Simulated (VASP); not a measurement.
Input:

```
CELL_PARAMETERS angstrom
      3.00484     0.00000     0.00000
     -1.50242     2.60227     0.00000
      0.00000     0.00000     5.91455
ATOMIC_POSITIONS crystal
  Cd 0.66667 0.33333 0.75000
  Cd 0.33333 0.66667 0.25000
```

Level of theory: PBE GGA, VASP's PBE PAW potentials (set 64) (plane waves; VASP). Numerical set-up: PREC = Normal, EDIFF = 1E-5, 400 eV cut-off, 16×16×7 Γ-centred mesh, first-order Methfessel-Paxton smearing of 0.10 eV, potentials Cd.

**Question.** Give the stress tensor in GPa (positive for a compressed cell).

**Answer.** 
```
 0.01   0.00   0.00
 0.00   0.01   0.00
 0.00   0.00  -1.86
```
The pressure is its mean diagonal, -0.62 GPa.

The compound is Cd in the hcp structure. It was relaxed first, which changed the volume by +7 %.
